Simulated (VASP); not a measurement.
# GaB (P4/mmm) in VASP: a series of runs

One crystal, GaB, is run at these levels: r2SCAN, SCAN, TPSS, TB-mBJ, LDA; tasks: band structure.

Program: VASP 6.6.1. These are calculated values, not measurements. Logs are shortened: lines on timing, memory, paths and dates and some standing lists are left out, and cuts for length are marked.

## Step 1: The crystal as given

Symmetry: P4/mmm, No. 123, tetragonal system. Conventional cell: a = 2.718 Å, b = 2.718 Å, c = 3.236 Å, α = 90.00°, β = 90.00°, γ = 90.00°. Ga (site symmetry 4/mmm) is surrounded by 8 B at 2.51 Å and 4 Ga at 2.72 Å. B (site symmetry 4/mmm) has 8 Ga at 2.51 Å and 4 B at 2.72 Å as nearest neighbours.

The cell was built by a generator and needn't be a form met in nature.

## Step 2: Band structure, r2SCAN

INCAR reads:

```
PREC     = Accurate       # precision mode
ENCUT    = 520            # plane-wave cutoff, eV
EDIFF    = 1E-6           # SCF threshold, eV
ISMEAR   = -1             # smearing method
SIGMA    = 0.05           # smearing width, eV
LREAL    = False          # projectors in reciprocal space
LASPH    = True           # aspherical terms in the spheres
NELM     = 60             # most SCF steps
ALGO     = Normal         # electronic algorithm
ISIF     = 2              # what is computed and relaxed
LWAVE    = False          # write WAVECAR
LCHARG   = False          # write CHGCAR
METAGGA  = R2SCAN         # meta-GGA
LMIXTAU  = True
```

KPOINTS reads:

```
regular mesh
0
Gamma
  10 10 8
```

POSCAR reads:

```
GaB
1.0
    2.7182400000      0.0000000000      0.0000000000
    0.0000000000      2.7182400000      0.0000000000
    0.0000000000      0.0000000000      3.2362100000
Ga B
1 1
Direct
    0.5000000000      0.5000000000      0.5000000000
    0.0000000000      0.0000000000      0.0000000000
```

KPOINTS_OPT reads:

```
path GXMGZRAZ,XR,MA
20
line-mode
reciprocal
 0.0000000000  0.0000000000  0.0000000000  G
 0.0000000000  0.5000000000  0.0000000000  X

 0.0000000000  0.5000000000  0.0000000000  X
 0.5000000000  0.5000000000  0.0000000000  M

 0.5000000000  0.5000000000  0.0000000000  M
 0.0000000000  0.0000000000  0.0000000000  G

 0.0000000000  0.0000000000  0.0000000000  G
 0.0000000000  0.0000000000  0.5000000000  Z

 0.0000000000  0.0000000000  0.5000000000  Z
 0.0000000000  0.5000000000  0.5000000000  R

 0.0000000000  0.5000000000  0.5000000000  R
 0.5000000000  0.5000000000  0.5000000000  A

 0.5000000000  0.5000000000  0.5000000000  A
 0.0000000000  0.0000000000  0.5000000000  Z

 0.0000000000  0.5000000000  0.0000000000  X
 0.0000000000  0.5000000000  0.5000000000  R

 0.5000000000  0.5000000000  0.0000000000  M
 0.5000000000  0.5000000000  0.5000000000  A
```

Potentials or basis: VASP PAW PBE potentials, release 64 (Ga_d, B).

Launch:

```bash
$ cat potpaw_PBE.64/Ga_d/POTCAR potpaw_PBE.64/B/POTCAR > POTCAR
$ mpirun -np 1 vasp_std > vasp.out
```

OUTCAR:

```text
PREC = Accurate
   ENCUT = 520
   EDIFF = 1E-6
   ISMEAR = -1
   LREAL = False
   LASPH = True
   NELM = 60
   ISIF = 2
   METAGGA = R2SCAN

 ion  position               nearest neighbor table
   1  0.500  0.500  0.500-   2 2.51   2 2.51   2 2.51   2 2.51   2 2.51   2 2.51   2 2.51   2 2.51

   2  0.000  0.000  0.000-   1 2.51   1 2.51   1 2.51   1 2.51   1 2.51   1 2.51   1 2.51   1 2.51

  LATTYP: Found a simple tetragonal cell.
 ALAT       =     2.7182400000
 C/A-ratio  =     1.1905534463

  Lattice vectors:

 A1 = (   2.7182400000,   0.0000000000,   0.0000000000)
 A2 = (   0.0000000000,   2.7182400000,   0.0000000000)
 A3 = (   0.0000000000,   0.0000000000,   3.2362100000)

Analysis of symmetry for initial positions (statically):
=====================================================================
 Subroutine PRICEL returns:
 Original cell was already a primitive cell.

 Routine SETGRP: Setting up the symmetry group for a
 simple tetragonal supercell.

 Subroutine GETGRP returns: Found 16 space group operations
 (whereof 16 operations were pure point group operations)
 out of a pool of 16 trial point group operations.

The static configuration has the point symmetry D_4h.

Analysis of symmetry for dynamics (positions and initial velocities):
=====================================================================
 Subroutine PRICEL returns:
 Original cell was already a primitive cell.

 Routine SETGRP: Setting up the symmetry group for a
 simple tetragonal supercell.

 Subroutine GETGRP returns: Found 16 space group operations
 (whereof 16 operations were pure point group operations)
 out of a pool of 16 trial point group operations.

The dynamic configuration has the point symmetry D_4h.

 Subroutine INISYM returns: Found 16 space group operations
 (whereof 16 operations are pure point group operations),
 and found     1 'primitive' translations

----------------------------------------------------------------------------------------

                                     Primitive cell

  volume of cell :      23.9118

  direct lattice vectors                    reciprocal lattice vectors
     2.718240000  0.000000000  0.000000000     0.367885102  0.000000000  0.000000000
     0.000000000  2.718240000  0.000000000     0.000000000  0.367885102  0.000000000
     0.000000000  0.000000000  3.236210000     0.000000000  0.000000000  0.309003433

  length of vectors
     2.718240000  2.718240000  3.236210000     0.367885102  0.367885102  0.309003433

  position of ions in fractional coordinates (direct lattice)
     0.500000000  0.500000000  0.500000000
     0.000000000  0.000000000  0.000000000

  ion indices of the primitive-cell ions
   primitive index   ion index
                 1           1
                 2           2

----------------------------------------------------------------------------------------

 KPOINTS: regular mesh

Automatic generation of k-mesh.
 Grid dimensions read from file:
 generate k-points for:   10   10    8

 Generating k-lattice:

  Cartesian coordinates                     Fractional coordinates (reciprocal lattice)
     0.036788510  0.000000000  0.000000000     0.100000000  0.000000000  0.000000000
     0.000000000  0.036788510  0.000000000     0.000000000  0.100000000  0.000000000
     0.000000000  0.000000000  0.038625429     0.000000000  0.000000000  0.125000000

  Length of vectors
     0.036788510  0.036788510  0.038625429

  Shift w.r.t. Gamma in fractional coordinates (k-lattice)
     0.000000000  0.000000000  0.000000000

 Subroutine IBZKPT returns following result:
 ===========================================

 Found    105 irreducible k-points:

 Following reciprocal coordinates:
            Coordinates               Weight
  0.000000  0.000000  0.000000      1.000000
  0.100000  0.000000  0.000000      4.000000
  0.200000  0.000000  0.000000      4.000000
  0.300000  0.000000  0.000000      4.000000
  0.400000  0.000000  0.000000      4.000000
  0.500000  0.000000  0.000000      2.000000
[... 16 lines left out ...]
  0.100000  0.000000  0.125000      8.000000
  0.200000  0.000000  0.125000      8.000000
 [... further k-points ...]
   k-points           NKPTS =    105   k-points in BZ     NKDIM =    105   number of bands    NBANDS=     12
   number of dos      NEDOS =    301   number of ions     NIONS =      2
   total plane-waves  NPLWV =   9600
   dimension x,y,z NGX =    20 NGY =   20 NGZ =   24
   dimension x,y,z NGXF=    40 NGYF=   40 NGZF=   48
   ions per type =               1   1
   NGX,Y,Z   is equivalent  to a cutoff of  12.23, 12.23, 12.33 a.u.
   NGXF,Y,Z  is equivalent  to a cutoff of  24.46, 24.46, 24.66 a.u.
 SYSTEM =  unknown system
   PREC   = accura    normal or accurate (medium, high low for compatibility)
   ISTART =      0    job   : 0-new  1-cont  2-samecut
   ICHARG =      2    charge: 1-file 2-atom 10-const
   ISPIN  =      1    spin polarized calculation?
   LNONCOLLINEAR =      F non collinear calculations
   LSORBIT =      F    spin-orbit coupling
   LASPH  =      T    aspherical Exc in radial PAW
   ENCUT  =  520.0 eV  38.22 Ry    6.18 a.u.   5.05  5.05  6.02*2*pi/ulx,y,z
   NELM   =     60;   NELMIN=  2; NELMDL= -5     # of ELM steps
   EDIFF  = 0.1E-05   stopping-criterion for ELM
   LREAL  =      F    real-space projection
   EDIFFG = 0.1E-04   stopping-criterion for IOM
   NSW    =      0    number of steps for IOM
   IBRION =     -1    ionic relax: 0-MD 1-quasi-New 2-CG
   NFREE  =      0    steps in history (QN), initial steepest desc. (CG)
   ISIF   =      2    stress and relaxation
   ISYM   =      2    0-nonsym 1-usesym 2-fastsym
   POTIM  = 0.5000    time-step for ionic-motion
   TEBEG  =    0.0;   TEEND  =   0.0 temperature during run
   PSTRESS=    0.0 pullay stress
   NELECT =      16.0000    total number of electrons
   NUPDOWN=      -1.0000    fix difference up-down
   EMIN   =  10.00;   EMAX   =-10.00  energy-range for DOS
   EFERMI =   0.00;   METHOD = LEGACY
   ISMEAR =    -1;   SIGMA  =   0.05  broadening in eV -4-tet -1-fermi 0-gaus
   EFERMI_NEDOS =   21; number of points for ismear=-14 and -15
   IALGO  =     38    algorithm
   IMIX   =      4    mixing-type and parameters
     AMIX     =   0.40;   BMIX     =  1.00
     AMIX_MAG =   1.60;   BMIX_MAG =  1.00
  volume/ion in A,a.u.               =      11.96        80.68
  Fermi-wavevector in a.u.,A,eV,Ry     =   1.431894  2.705886 27.896285  2.050319
  Thomas-Fermi vector in A             =   2.551580
   LORBIT       =      0    0 simple, 1 ext, 2 COOP (PROOUT), +10 PAW based schemes
   METAGGA = R2SCAN    functional components
   LHFCALC =     F    Hartree Fock is set to
   AEXX    =    0.0000 exact exchange contribution
   IVDW    =     0    specifies the selected vdW correction
   LEPSILON=     F    determine dielectric tensor
   LRPA    =     F    only Hartree local field effects (RPA)
 non-spin polarized calculation
  energy-cutoff  :      520.00
  volume of cell :       23.91
 maximum number of plane-waves:       664
   NGX = 11   NGY = 11   NGZ = 13

 number of electron      16.0000024 magnetization

 Free energy of the ion-electron system (eV)
  ---------------------------------------------------
  ext. energy  EPLUGINS =         0.00000000
  ---------------------------------------------------
  free energy    TOTEN  =       -16.17725454 eV

  energy without entropy =      -16.17200409  energy(sigma->0) =      -16.17462932

 E-fermi :   6.8613     XC(G=0): -13.0650

 val. band max:        6.8158288334   @ k =   0.3000   0.3000   0.5000
 cond. band min:       6.8705914636   @ k =   0.3000   0.3000   0.1250
 fundamental gap:      0.0547626302
 Fermi energy:         6.8612704523

 k-point     1 :       0.0000    0.0000    0.0000
  band No.  band energies     occupation
      1      -9.0223      2.00000
      2      -8.8626      2.00000
      3      -8.5445      2.00000
      4      -8.5445      2.00000
      5      -8.4916      2.00000
      6      -7.2656      2.00000
      7       5.0641      2.00000
      8       8.9609      0.00000
      9       9.8324      0.00000
     10       9.8324      0.00000
     11      16.6121      0.00000
     12      16.7434      0.00000

 k-point     2 :       0.1000    0.0000    0.0000
  band No.  band energies     occupation
      1      -8.9980      2.00000
      2      -8.8447      2.00000
      3      -8.5678      2.00000
      4      -8.5426      2.00000
      5      -8.5076      2.00000
      6      -7.0627      2.00000
      7       5.2843      2.00000
      8       8.1655      0.00000
      9       9.2814      0.00000
     10      10.0100      0.00000
     11      16.8270      0.00000
     12      17.8998      0.00000

 k-point     3 :       0.2000    0.0000    0.0000
  band No.  band energies     occupation
      1      -8.9516      2.00000
      2      -8.7876      2.00000
      3      -8.6279      2.00000
      4      -8.5493      2.00000
      5      -8.5375      2.00000
      6      -6.4448      2.00000
      7       5.4798      2.00000
      8       5.9285      2.00000
      9       9.6671      0.00000
     10      10.5193      0.00000
     11      17.3184      0.00000
     12      18.0239      0.00000
[... 286 lines left out ...]
 k-point    23 :       0.1000    0.0000    0.1250
  band No.  band energies     occupation
      1      -8.9958      2.00000
      2      -8.8324      2.00000
      3      -8.5789      2.00000
      4      -8.5496      2.00000
      5      -8.5070      2.00000
      6      -6.8323      2.00000
      7       3.5482      2.00000
      8       8.4452      0.00000
      9      10.1970      0.00000
     10      11.0503      0.00000
     11      17.0977      0.00000
     12      17.8314      0.00000

 k-point    24 :       0.2000    0.0000    0.1250
  band No.  band energies     occupation
      1      -8.9491      2.00000
      2      -8.7717      2.00000
      3      -8.6458      2.00000
      4      -8.5493      2.00000
      5      -8.5431      2.00000
      6      -6.2119      2.00000
      7       4.1723      2.00000
      8       5.7022      2.00000
      9      10.6880      0.00000
     10      11.4645      0.00000
     11      16.1293      0.00000
     12      17.6087      0.00000

 [... further k-points ...]

------------------------ aborting loop because EDIFF is reached ----------------------------------------

  FORCE on cell =-STRESS in cart. coord.  units (eV):
  Direction    XX          YY          ZZ          XY          YZ          ZX
  --------------------------------------------------------------------------------------
  -------------------------------------------------------------------------------------
  Total       -0.4268005     -0.4268005     -0.3913746      0.0000000      0.0000000      0.0000000
  in kB      -28.5971805    -28.5971805    -26.2235141      0.0000000      0.0000000      0.0000000
  external PRESSURE =     -27.8059584 kB  Pullay stress =       0.0000000 kB

 VOLUME and BASIS-vectors are now :
 -----------------------------------------------------------------------------
  energy-cutoff  :      520.00
  volume of cell :       23.91
      direct lattice vectors                 reciprocal lattice vectors
     2.718240000  0.000000000  0.000000000     0.367885102  0.000000000  0.000000000
     0.000000000  2.718240000  0.000000000     0.000000000  0.367885102  0.000000000
     0.000000000  0.000000000  3.236210000     0.000000000  0.000000000  0.309003433

 POSITION                                       TOTAL-FORCE (eV/Angst)
 -----------------------------------------------------------------------------------
      1.35912      1.35912      1.61810         0.000000      0.000000      0.000000
      0.00000      0.00000      0.00000         0.000000      0.000000      0.000000
 -----------------------------------------------------------------------------------
    total drift:                               -0.000000      0.000000      0.000000

  FREE ENERGIE OF THE ION-ELECTRON SYSTEM (eV)
  ---------------------------------------------------
  free  energy   TOTEN  =       -16.1772545411 eV

  energy  without entropy=      -16.1720040920  energy(sigma->0) =      -16.17462932
```

Wall time 3 min (1 thread of AMD EPYC 7R13 (Zen 3), shared host); peak memory 0.14 GiB.

What came out:

```
Free energy             : -16.1773 eV
Pressure                : -2.8 GPa
Band gap along the path : none (metal or under the smearing width)
```

Stress tensor (GPa, compression positive):
```
-2.86  0.00  0.00
 0.00 -2.86  0.00
 0.00  0.00 -2.62
```

Levels at the corners of the path, in eV from the Fermi level:
| point | band 4 | band 5 | band 6 | band 7 | band 8 | band 9 | band 10 | band 11 | band 12 |
| --- | --- | --- | --- | --- | --- | --- | --- | --- | --- |
| Γ | -15.41 | -15.35 | -14.13 | -1.80 | 2.10 | 2.97 | 2.97 | 9.75 | 9.88 |
| X | -15.47 | -15.39 | -9.24 | -8.63 | 2.04 | 5.58 | 5.85 | 5.89 | 6.06 |
| X | -15.47 | -15.39 | -9.24 | -8.63 | 2.04 | 5.58 | 5.85 | 5.89 | 6.06 |
| M | -15.46 | -15.20 | -4.78 | -4.78 | -3.85 | -1.83 | 3.58 | 8.26 | 8.26 |
| M | -15.46 | -15.20 | -4.78 | -4.78 | -3.85 | -1.83 | 3.58 | 8.26 | 8.26 |
| Γ | -15.41 | -15.35 | -14.13 | -1.80 | 2.10 | 2.97 | 2.97 | 9.75 | 9.88 |
| Γ | -15.41 | -15.35 | -14.13 | -1.80 | 2.10 | 2.97 | 2.97 | 9.75 | 9.88 |
| Z | -15.45 | -15.35 | -10.54 | -10.42 | 4.77 | 4.77 | 8.74 | 10.15 | 10.15 |
| Z | -15.45 | -15.35 | -10.54 | -10.42 | 4.77 | 4.77 | 8.74 | 10.15 | 10.15 |
| R | -15.42 | -15.30 | -5.79 | -5.62 | -5.51 | -4.31 | 6.03 | 11.05 | 12.92 |
| R | -15.42 | -15.30 | -5.79 | -5.62 | -5.51 | -4.31 | 6.03 | 11.05 | 12.92 |
| A | -15.32 | -15.20 | -2.21 | -1.42 | -1.42 | -0.41 | 0.09 | 0.09 | 1.67 |
| A | -15.32 | -15.20 | -2.21 | -1.42 | -1.42 | -0.41 | 0.09 | 0.09 | 1.67 |
| Z | -15.45 | -15.35 | -10.54 | -10.42 | 4.77 | 4.77 | 8.74 | 10.15 | 10.15 |
| X | -15.47 | -15.39 | -9.24 | -8.63 | 2.04 | 5.58 | 5.85 | 5.89 | 6.06 |
| R | -15.42 | -15.30 | -5.79 | -5.62 | -5.51 | -4.31 | 6.03 | 11.05 | 12.92 |
| M | -15.46 | -15.20 | -4.78 | -4.78 | -3.85 | -1.83 | 3.58 | 8.26 | 8.26 |
| A | -15.32 | -15.20 | -2.21 | -1.42 | -1.42 | -0.41 | 0.09 | 0.09 | 1.67 |

Caveat: the PAW data sets were made with another functional, which shifts forces and pressure a little.

## Step 3: Band structure, SCAN

INCAR, as its differences from that of step 2:

```diff
@@ -12,3 +12,3 @@
 LCHARG   = False          # write CHGCAR
-METAGGA  = R2SCAN         # meta-GGA
+METAGGA  = SCAN           # meta-GGA
 LMIXTAU  = True
```

KPOINTS is that of step 2.

POSCAR is that of step 2.

KPOINTS_OPT is that of step 2.

Potentials or basis: VASP PAW PBE potentials, release 64 (Ga_d, B).

Launch:

```bash
$ cat potpaw_PBE.64/Ga_d/POTCAR potpaw_PBE.64/B/POTCAR > POTCAR
$ mpirun -np 1 vasp_std > vasp.out
```

It took 3.3 min on 1 thread of AMD EPYC 7R13 (Zen 3), shared host; peak memory 0.14 GiB.

It converged, with:

| Quantity | Value |
| --- | --- |
| Free energy | -21.1592 eV |
| Pressure | -3.8 GPa |
| Band gap along the path | none (metal or under the smearing width) |

Stress tensor (GPa, compression positive):
```
-4.42  0.00  0.00
 0.00 -4.42  0.00
 0.00  0.00 -2.56
```

Levels at the corners of the path, in eV from the Fermi level:
```csv
point,band 4,band 5,band 6,band 7,band 8,band 9,band 10,band 11,band 12
Γ,-15.27,-15.21,-14.14,-1.79,2.01,3.02,3.02,9.65,9.76
X,-15.33,-15.25,-9.20,-8.67,2.06,5.63,5.78,5.78,6.00
X,-15.33,-15.25,-9.20,-8.67,2.06,5.63,5.78,5.78,6.00
M,-15.33,-15.05,-4.80,-4.80,-3.76,-1.92,3.58,8.15,8.15
M,-15.33,-15.05,-4.80,-4.80,-3.76,-1.92,3.58,8.15,8.15
Γ,-15.27,-15.21,-14.14,-1.79,2.01,3.02,3.02,9.65,9.76
Γ,-15.27,-15.21,-14.14,-1.79,2.01,3.02,3.02,9.65,9.76
Z,-15.32,-15.21,-10.49,-10.49,4.82,4.82,8.61,10.15,10.15
Z,-15.32,-15.21,-10.49,-10.49,4.82,4.82,8.61,10.15,10.15
R,-15.28,-15.16,-5.81,-5.63,-5.43,-4.42,6.07,10.87,12.80
R,-15.28,-15.16,-5.81,-5.63,-5.43,-4.42,6.07,10.87,12.80
A,-15.17,-15.05,-2.14,-1.37,-1.37,-0.36,-0.02,-0.02,1.59
A,-15.17,-15.05,-2.14,-1.37,-1.37,-0.36,-0.02,-0.02,1.59
Z,-15.32,-15.21,-10.49,-10.49,4.82,4.82,8.61,10.15,10.15
X,-15.33,-15.25,-9.20,-8.67,2.06,5.63,5.78,5.78,6.00
R,-15.28,-15.16,-5.81,-5.63,-5.43,-4.42,6.07,10.87,12.80
M,-15.33,-15.05,-4.80,-4.80,-3.76,-1.92,3.58,8.15,8.15
A,-15.17,-15.05,-2.14,-1.37,-1.37,-0.36,-0.02,-0.02,1.59
```

Caveat: the PAW data sets were made with another functional, which shifts forces and pressure a little.

(Continued in part 2 of 3.)
